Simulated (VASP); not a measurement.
Calculation: PBE GGA, VASP's PBE PAW potentials (set 64) (plane waves; VASP).

VASP ran on this input.

### INCAR
```
LCHARG=.FALSE.
GGA=PE
PREC=Accurate
SYSTEM=WC
LWAVE=.FALSE.
ENCUT=520
NELECT=18.02
NELM=100
ISIF=2
ALGO=Normal
LREAL=.FALSE.   ! projection in real space or not
EDIFF=1E-6   ! SCF stop (eV)
SIGMA=0.05   ! width (eV)
LMAXMIX=6   ! l cut-off of mixed one-centre charges
LASPH=.TRUE.   ! aspherical one-centre terms
ISMEAR=0
```

**POSCAR**
```
WC
2.92690
  0.4963025727  -0.8681495781   0.0000000000
  0.4963025727   0.8681495781   0.0000000000
  0.0000000000   0.0000000000   0.9459469063
W C
1 1
direct
  0.0000000000   0.0000000000   0.0000000000
  0.3588770000   0.6922110000   0.5000000000
```

KPOINTS:
```
kpoints
0
Gamma
  13 13 12
0 0 0
```

POTCAR, in this order: W_sv C (PBE.64 set). Program: vasp_std.

Output of the run:

**OUTCAR**
```
 ion  position               nearest neighbor table
   1  0.000  0.000  0.000-   2 2.13   2 2.13   2 2.19   2 2.19   2 2.23   2 2.23
   2  0.359  0.692  0.500-   1 2.13   1 2.13   1 2.19   1 2.19   1 2.23   1 2.23
  LATTYP: Found a base centered orthorhombic cell.
 ALAT       =     2.9052560000
 B/A-ratio  =     1.7492344909
 C/A-ratio  =     0.9529941596
 Subroutine PRICEL returns:
 Original cell was already a primitive cell.
 Subroutine GETGRP returns: Found  2 space group operations
The static configuration has the point symmetry C_1h.
The dynamic configuration has the point symmetry C_1h.
 Subroutine INISYM returns: Found  2 space group operations
 Subroutine IBZKPT returns following result:
 Found    595 irreducible k-points:

 Following reciprocal coordinates:
            Coordinates               Weight
  0.000000  0.000000  0.000000      1.000000
  0.076923  0.000000  0.000000      2.000000
  0.000000  0.076923  0.000000      2.000000
  0.153846  0.000000  0.000000      2.000000
  0.000000  0.153846  0.000000      2.000000
  0.230769  0.000000  0.000000      2.000000
  0.000000  0.230769  0.000000      2.000000
  0.307692  0.000000  0.000000      2.000000
  0.000000  0.307692  0.000000      2.000000
  0.384615  0.000000  0.000000      2.000000
  0.000000  0.384615  0.000000      2.000000
  0.461538  0.000000  0.000000      2.000000
  0.000000  0.461538  0.000000      2.000000
  0.076923  0.076923  0.000000      2.000000
  0.153846  0.076923  0.000000      2.000000
  0.076923  0.153846  0.000000      2.000000
  0.230769  0.076923  0.000000      2.000000
  0.076923  0.230769  0.000000      2.000000
  0.307692  0.076923  0.000000      2.000000
  0.076923  0.307692  0.000000      2.000000
  0.384615  0.076923  0.000000      2.000000
  0.076923  0.384615  0.000000      2.000000
...
```

File OSZICAR:
```
       N       E                     dE             d eps       ncg     rms          rms(c)
DAV:   1     0.111885854401E+03    0.11189E+03   -0.98719E+03 15502   0.155E+03
DAV:   2    -0.211933404918E+02   -0.13308E+03   -0.12949E+03 17670   0.383E+02
DAV:   3    -0.251504361871E+02   -0.39571E+01   -0.39283E+01 18906   0.612E+01
DAV:   4    -0.251876163529E+02   -0.37180E-01   -0.37160E-01 16970   0.630E+00
DAV:   5    -0.251879162209E+02   -0.29987E-03   -0.29986E-03 18225   0.584E-01    0.339E+01
DAV:   6    -0.221969770638E+02    0.29909E+01   -0.94891E+00 17415   0.317E+01    0.936E+00
DAV:   7    -0.221441600303E+02    0.52817E-01   -0.37746E-01 16075   0.560E+00    0.646E+00
DAV:   8    -0.221189245477E+02    0.25235E-01   -0.61548E-02 17515   0.234E+00    0.944E-01
DAV:   9    -0.221177120640E+02    0.12125E-02   -0.39260E-03 16545   0.473E-01    0.132E-01
DAV:  10    -0.221176780729E+02    0.33991E-04   -0.23848E-04 18045   0.206E-01    0.755E-02
DAV:  11    -0.221176771530E+02    0.91998E-06   -0.16683E-05 17230   0.395E-02    0.101E-02
DAV:  12    -0.221176760399E+02    0.11131E-05   -0.44487E-06 16320   0.214E-02    0.360E-03
DAV:  13    -0.221176760683E+02   -0.28406E-07   -0.10226E-07  7930   0.357E-03
   1 F= -.22117676E+02 E0= -.22117497E+02  d E =-.357844E-03
```

File OUTCAR:
```
------------------------ aborting loop because EDIFF is reached ----------------------------------------
  FORCE on cell =-STRESS in cart. coord.  units (eV):
  Direction    XX          YY          ZZ          XY          YZ          ZX
  --------------------------------------------------------------------------------------
  Total        1.6232897      0.9303496      4.3544369     -0.4606422      0.0000000      0.0000000
  in kB      127.2462875     72.9281632    341.3352071    -36.1087784      0.0000000      0.0000000
  external PRESSURE =     180.5032193 kB  Pullay stress =       0.0000000 kB
  volume of cell :       20.44
      direct lattice vectors                 reciprocal lattice vectors
     1.452628000 -2.540987000  0.000000000     0.344203747 -0.196773931  0.000000000
     1.452628000  2.540987000  0.000000000     0.344203747  0.196773931  0.000000000
     0.000000000  0.000000000  2.768692000     0.000000000  0.000000000  0.361181381
 POSITION                                       TOTAL-FORCE (eV/Angst)
 -----------------------------------------------------------------------------------
      0.00000      0.00000      0.00000         1.286287     -0.120819      0.000000
      1.52684      0.84700      1.38435        -1.286287      0.120819      0.000000
 -----------------------------------------------------------------------------------
    total drift:                               -0.000092     -0.000015      0.000000
  FREE ENERGIE OF THE ION-ELECTRON SYSTEM (eV)
  ---------------------------------------------------
  free  energy   TOTEN  =       -22.1176760683 eV

  energy  without entropy=      -22.1173182243  energy(sigma->0) =      -22.11749715
```
(Selected blocks of OUTCAR.)

The cell is charged, with a uniform compensating background.

The compound is WC in the wc structure. The cell was not relaxed at this level, atoms are displaced from their ideal sites. The run is one of a series of settings (ISMEAR = 0, NELECT = 18.02, SIGMA = 0.05 against the base run), some of them coarse on purpose.
